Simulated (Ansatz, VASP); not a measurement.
# GaP in two plane-wave programs

Aim: how closely do two programs agree when they are given the same cell, functional and k mesh? The cell is taken from a series of runs on this material, whose earlier steps may have relaxed, scaled, displaced or heated it; both programs get it as it stands.

Calculated with Ansatz 0.2.0; plane waves, with VASP 6.6.1 beside it; G0W0 gap at PBE, DFT+U.

**1. Starting point**

Symmetry: F-43m, No. 216, cubic system. Conventional cell: a = 5.451 Å, b = 5.451 Å, c = 5.451 Å, α = 90.00°, β = 90.00°, γ = 90.00°. Ga has 4 P at 2.36 Å nearest. Nearest to P lie 4 Ga at 2.36 Å. Farther neighbours are not listed.

**2. VASP: G0W0 gap, PBE, DFT+U**

Quasiparticle shifts depend on high empty states and on the cores, so they are the hardest test of two PAW sets.

Lines of VASP's logs that name or quote its potential files are left out, and so is its time.

The run reads the wave functions of an earlier VASP run, which isn't shown here.

Contents of INCAR:

```
SYSTEM = GaP
PREC = Accurate
ENCUT = 430
ISMEAR = 0
SIGMA = 0.01
LREAL = .FALSE.
GGA = PE
NBANDS = 184
LASPH = .TRUE.
ALGO = EVGW0
NELMGW = 1
ENCUTGW = 150
NOMEGA = 64
PRECFOCK = Fast
NBANDSGW = 24
LWAVE = .FALSE.
LCHARG = .FALSE.
```

Contents of POSCAR:

```
GaP
1.0
    0.0000000000      2.7252500000      2.7252500000
    2.7252500000      0.0000000000      2.7252500000
    2.7252500000      2.7252500000      0.0000000000
Ga P
1 1
Direct
    0.0000000000      0.0000000000      0.0000000000
    0.2500000000      0.2500000000      0.2500000000
```

Contents of KPOINTS:

```
Automatic mesh
0
Gamma
6 6 6
0 0 0
```

The projector-augmented-wave data sets are Ga_d_GW and P_GW (PBE family, release 64).

Run with:

```console
$ mpirun -np 8 vasp_std
```

Numbers of over 12 decimals in the logs are rounded to 6 here.

The log of the run:

```text
[banner, memory and clock lines left out]
running    8 mpi-ranks, on    1 nodes
 distrk:  each k-point on    8 cores,    1 groups
 distr:  one band on    1 cores,    8 groups

 POSCAR found type information on POSCAR GaP
 POSCAR found :  2 types and       2 ions
|                                                                             |
|           W    W    AA    RRRRR   N    N  II  N    N   GGGG   !!!           |
|           W    W   A  A   R    R  NN   N  II  NN   N  G    G  !!!           |
|           W    W  A    A  R    R  N N  N  II  N N  N  G       !!!           |
|           W WW W  AAAAAA  RRRRR   N  N N  II  N  N N  G  GGG   !            |
|           WW  WW  A    A  R   R   N   NN  II  N   NN  G    G                |
|           W    W  A    A  R    R  N    N  II  N    N   GGGG   !!!           |
|                                                                             |
|     For optimal performance we recommend to set                             |
|       NCORE = 2 up to number-of-cores-per-socket                            |
|     NCORE specifies how many cores store one orbital (NPAR=cpu/NCORE).      |
|     This setting can greatly improve the performance of VASP for DFT.       |
|     The default, NCORE=1 might be grossly inefficient on modern             |
|     multi-core architectures or massively parallel machines. Do your        |
|     Unfortunately you need to use the default for GW and RPA                |
|     calculations (for HF NCORE is supported but not extensively tested      |
|     yet).                                                                   |
|                                                                             |

|                                                                             |
|           W    W    AA    RRRRR   N    N  II  N    N   GGGG   !!!           |
|           W    W   A  A   R    R  NN   N  II  NN   N  G    G  !!!           |
|           W    W  A    A  R    R  N N  N  II  N N  N  G       !!!           |
|           W WW W  AAAAAA  RRRRR   N  N N  II  N  N N  G  GGG   !            |
|           WW  WW  A    A  R   R   N   NN  II  N   NN  G    G                |
|           W    W  A    A  R    R  N    N  II  N    N   GGGG   !!!           |
|                                                                             |
|     The default for ENCUTGWSOFT is different in this version of VASP.       |
|     please manually set ENCUTGWSOFT =150 in the INCAR file.                 |
|                                                                             |

 LDA part: xc-table for (Slater+PW92), standard interpolation
 found WAVECAR, reading the header
 POSCAR, INCAR and KPOINTS ok, starting setup
 FFT: planning ... GRIDC
 FFT: planning ... GRID_SOFT
 FFT: planning ... GRID
 reading WAVECAR
 the WAVECAR file was read successfully
 initial charge from wavefunction
 available memory per node:    124.34 GB, setting MAXMEM to    127325

 The Fermi energy was updated, please check that it is located mid-gap
 values below the HOMO (VB) or above the LUMO (CB) will cause erroneous energies
 E-fermi :   5.0591

 calculate exact exchange contribution
 the WAVEDER file was read successfully
energies w=
    0.000    0.000    0.441    0.000    0.882    0.000    1.320    0.000
    1.755    0.000    2.187    0.000    2.615    0.000    3.037    0.000
    3.454    0.000    3.865    0.000    4.271    0.000    4.671    0.000
    5.065    0.000    5.455    0.000    5.839    0.000    6.219    0.000
    6.595    0.000    6.967    0.000    7.337    0.000    7.705    0.000
    8.071    0.000    8.437    0.000    8.803    0.000    9.171    0.000
    9.540    0.000    9.913    0.000   10.289    0.000   10.671    0.000
   11.058    0.000   11.454    0.000   11.858    0.000   12.274    0.000
   12.701    0.000   13.142    0.000   13.600    0.000   14.076    0.000
   14.573    0.000   15.093    0.000   15.642    0.000   16.221    0.000
   16.836    0.000   17.492    0.000   18.196    0.000   18.953    0.000
   19.775    0.000   20.669    0.000   21.650    0.000   22.732    0.000
   23.935    0.000   25.283    0.000   26.807    0.000   28.544    0.000
   30.548    0.000   32.886    0.000   35.651    0.000   38.973    0.000
   43.042    0.000   48.139    0.000   54.704    0.000   63.472    0.000
   75.758    0.000   94.177    0.000  124.778    0.000  185.443    0.000
 responsefunction array rank=     176
 LDA part: xc-table for (Slater+PW92), standard interpolation

 min. memory requirement per mpi rank    272.3 MB, per node   2178.1 MB

 allocating   8 responsefunctions rank=   176
 shmem allocating  64 responsefunctions rank=   176
 response function shared by NCSHMEM nodes    1
 Doing            8  frequencies on each core in blocks of           64
NQ=   1    0.0000    0.0000    0.0000,
|.........|.........|.........|.........|.........|.........|.........|.........
 performed        821000 updates of chi_q(r,r)
 total number of BLAS operations        187.75 Gflops
NQ=   2    0.1667    0.0000    0.0000,
|.........|.........|.........|.........|.........|.........|.........|.........
 performed       2243000 updates of chi_q(r,r)
 total number of BLAS operations        520.46 Gflops
NQ=   3    0.3333    0.0000    0.0000,
|.........|.........|.........|.........|.........|.........|.........|.........
 performed       3665000 updates of chi_q(r,r)
 total number of BLAS operations        830.24 Gflops
NQ=   4    0.5000    0.0000    0.0000,
|.........|.........|.........|.........|.........|.........|.........|.........
 performed       4875000 updates of chi_q(r,r)
 total number of BLAS operations       1103.52 Gflops
NQ=   5    0.1667    0.1667    0.0000,
|.........|.........|.........|.........|.........|.........|.........|.........
 performed       6297000 updates of chi_q(r,r)
 total number of BLAS operations       1428.49 Gflops
NQ=   6    0.3333    0.1667    0.0000,
|.........|.........|.........|.........|.........|.........|.........|.........
 performed       8478000 updates of chi_q(r,r)
 total number of BLAS operations       1880.94 Gflops
NQ=   7    0.5000    0.1667    0.0000,
|.........|.........|.........|.........|.........|.........|.........|.........
 performed      10659000 updates of chi_q(r,r)
 total number of BLAS operations       2373.58 Gflops
NQ=   8   -0.3333    0.1667    0.0000,
|.........|.........|.........|.........|.........|.........|.........|.........
 performed      12840000 updates of chi_q(r,r)
 total number of BLAS operations       2854.56 Gflops
NQ=   9   -0.1667    0.1667    0.0000,
|.........|.........|.........|.........|.........|.........|.........|.........
 performed      14739000 updates of chi_q(r,r)
 total number of BLAS operations       3263.21 Gflops
NQ=  10    0.3333    0.3333    0.0000,
|.........|.........|.........|.........|.........|.........|.........|.........
 performed      16161000 updates of chi_q(r,r)
 total number of BLAS operations       3592.05 Gflops
NQ=  11    0.5000    0.3333    0.0000,
|.........|.........|.........|.........|.........|.........|.........|.........
 performed      18342000 updates of chi_q(r,r)
 total number of BLAS operations       4108.43 Gflops
NQ=  12   -0.3333    0.3333    0.0000,
|.........|.........|.........|.........|.........|.........|.........|.........
 performed      20241000 updates of chi_q(r,r)
 total number of BLAS operations       4557.92 Gflops
NQ=  13    0.5000    0.5000    0.0000,
|.........|.........|.........|.........|.........|.........|.........|.........
 performed      21327000 updates of chi_q(r,r)
 total number of BLAS operations       4821.12 Gflops
NQ=  14    0.5000    0.3333    0.1667,
|.........|.........|.........|.........|.........|.........|.........|.........
 performed      23773000 updates of chi_q(r,r)
 total number of BLAS operations       5393.49 Gflops
NQ=  15   -0.3333    0.3333    0.1667,
|.........|.........|.........|.........|.........|.........|.........|.........
 performed      26078000 updates of chi_q(r,r)
 total number of BLAS operations       5914.05 Gflops
NQ=  16   -0.3333    0.5000    0.1667,
|.........|.........|.........|.........|.........|.........|.........|.........
 performed      27986000 updates of chi_q(r,r)
 total number of BLAS operations       6365.64 Gflops
 resolving degeneracies of screened two electron integrals

 calculate QP shifts <psi_nk| G(iteration)W_0 |psi_nk>: iteration 1
 entering main loop
```

OUTCAR, selected parts (step 2):

```text
ion  position               nearest neighbor table
   1  0.000  0.000  0.000-   2 2.36   2 2.36   2 2.36   2 2.36
   2  0.250  0.250  0.250-   1 2.36   1 2.36   1 2.36   1 2.36

  LATTYP: Found a face centered cubic cell.
 ALAT       =     5.4505000000

 Subroutine GETGRP returns: Found 24 space group operations
 (whereof 24 operations were pure point group operations)

The static configuration has the point symmetry T_d .

 Found     16 irreducible k-points:

   k-points           NKPTS =     16   k-points in BZ     NKDIM =    216   number of bands    NBANDS=    184

   dimension x,y,z NGX =    28 NGY =   28 NGZ =   28
   dimension x,y,z NGXF=    56 NGYF=   56 NGZF=   56

   ENCUT  =  430.0 eV  31.60 Ry    5.62 a.u.   6.52  6.52  6.52*2*pi/ulx,y,z

   NELECT =      18.0000    total number of electrons

  energy-cutoff  :      430.00
  volume of cell :       40.48
      direct lattice vectors                 reciprocal lattice vectors
     0.000000000  2.725250000  2.725250000    -0.183469406  0.183469406  0.183469406
     2.725250000  0.000000000  2.725250000     0.183469406 -0.183469406  0.183469406
     2.725250000  2.725250000  0.000000000     0.183469406  0.183469406 -0.183469406

 k-points in reciprocal lattice and weights: Automatic mesh
   0.00000000  0.00000000  0.00000000       0.005
   0.16666667  0.00000000  0.00000000       0.037
   0.33333333  0.00000000  0.00000000       0.037
   0.50000000  0.00000000  0.00000000       0.019
   0.16666667  0.16666667  0.00000000       0.028
   0.33333333  0.16666667  0.00000000       0.111
   0.50000000  0.16666667  0.00000000       0.111
  -0.33333333  0.16666667  0.00000000       0.111
  -0.16666667  0.16666667  0.00000000       0.056
[...]
-0.33333333  0.33333333  0.16666667       0.111
  -0.33333333  0.50000000  0.16666667       0.056

 E-fermi :   5.0591

 QP shifts <psi_nk| G(iteration)W_0 |psi_nk>: iteration 1
 for sc-GW calculations column KS-energies equals QP-energies in previous step
 and V_xc(KS)=  KS-energies - (<T + V_ion + V_H > + <T+V_H+V_ion>^1  + <V_x>^1)
 k-point   1 :       0.0000    0.0000    0.0000
  band No.  KS-energies  QP-energies   sigma(KS)   V_xc(KS)     V^pw_x(r,r')   Z            occupation Imag(sigma)
    ...
      6      -8.1116      -8.6030     -12.1325     -11.3592     -18.6775       0.6355       2.0000       0.9894
      7       4.2289       3.7570     -13.3635     -12.7435     -14.3553       0.7611       2.0000       0.0396
      8       4.2289       3.7570     -13.3635     -12.7435     -14.3553       0.7611       2.0000       0.0396
      9       4.2289       3.7570     -13.3635     -12.7435     -14.3553       0.7611       2.0000       0.0396
     10       6.2142       6.5228     -11.2008     -11.6008      -7.1184       0.7715       0.0000      -0.0371
     11       8.2556       8.4273     -10.2545     -10.4784      -5.8687       0.7668       0.0000      -0.0510
     12       8.2556       8.4273     -10.2545     -10.4784      -5.8687       0.7668       0.0000      -0.0510
     13       8.2556       8.4273     -10.2545     -10.4784      -5.8687       0.7668       0.0000      -0.0510
    ...

 k-point   2 :       0.1667    0.0000    0.0000
  band No.  KS-energies  QP-energies   sigma(KS)   V_xc(KS)     V^pw_x(r,r')   Z            occupation Imag(sigma)
    ...
      6      -7.7702      -8.2685     -12.2496     -11.4758     -18.6725       0.6440       2.0000       0.9608
      7       1.9121       1.3705     -12.6911     -11.9622     -14.3279       0.7430       2.0000       0.0561
      8       3.8893       3.3754     -13.1643     -12.4880     -14.2341       0.7599       2.0000       0.0403
      9       3.8893       3.3754     -13.1643     -12.4880     -14.2341       0.7599       2.0000       0.0403
     10       6.7841       7.0504     -10.7813     -11.1272      -6.6643       0.7701       0.0000      -0.0410
     11       8.7800       8.9830     -10.4042     -10.6717      -5.8555       0.7586       0.0000      -0.0582
     12       8.7800       8.9830     -10.4042     -10.6717      -5.8555       0.7586       0.0000      -0.0582
     13       9.3570       9.5509     -10.7865     -11.0446      -6.1156       0.7515       0.0000      -0.0675
    ...

 k-point   3 :       0.3333    0.0000    0.0000
  band No.  KS-energies  QP-energies   sigma(KS)   V_xc(KS)     V^pw_x(r,r')   Z            occupation Imag(sigma)
    ...
      6      -6.8551      -7.3631     -12.6037     -11.8417     -18.7067       0.6667       2.0000       0.8667
      7      -0.8605      -1.4710     -12.1404     -11.2765     -15.1360       0.7067       2.0000       0.1626
      8       3.3909       2.8159     -12.9920     -12.2307     -14.2421       0.7553       2.0000       0.0432
      9       3.3909       2.8159     -12.9920     -12.2307     -14.2421       0.7553       2.0000       0.0432
     10       6.2400       6.4910     -10.5401     -10.8640      -6.5949       0.7750       0.0000      -0.0402
     11       9.0965       9.3356     -10.1668     -10.4826      -5.5359       0.7573       0.0000      -0.0661
     12       9.0965       9.3356     -10.1668     -10.4826      -5.5359       0.7573       0.0000      -0.0661
     13      11.9200      12.0260     -10.3108     -10.4551      -4.7312       0.7348       0.0000      -0.1818
    ...

 k-point   4 :       0.5000    0.0000    0.0000
  band No.  KS-energies  QP-energies   sigma(KS)   V_xc(KS)     V^pw_x(r,r')   Z            occupation Imag(sigma)
    ...
      6      -6.1221      -6.6165     -13.0234     -12.2930     -18.9022       0.6769       2.0000       0.7841
      7      -2.2525      -2.8890     -11.6433     -10.7310     -15.2560       0.6977       2.0000       0.2811
      8       3.1931       2.5940     -12.9474     -12.1530     -14.2769       0.7541       2.0000       0.0443
      9       3.1931       2.5940     -12.9474     -12.1530     -14.2769       0.7541       2.0000       0.0443
     10       6.0012       6.2545     -10.5442     -10.8709      -6.6723       0.7755       0.0000      -0.0396
     11       8.9721       9.2189      -9.9820     -10.3064      -5.4114       0.7604       0.0000      -0.0659
     12       8.9721       9.2189      -9.9820     -10.3064      -5.4114       0.7604       0.0000      -0.0659
     13      12.5638      12.4634      -8.6091      -8.4746      -3.0629       0.7461       0.0000      -0.2157
    ...

[... 4 further parts left out ...]
```

(Continued in part 2 of 2.)

[Lines on the potential files, build, host, timing and source positions are cut from VASP's logs without a mark.]

[Logs are printed without paths, hosts, clocks, repeated set-up lines and the standing remarks that a program may print on its own settings, such as how far it seeks lower states.]

[Hosts, paths, dates, database ids (printed as entryN), source tags and the programs' standing remarks are cut or masked in the printed files.]
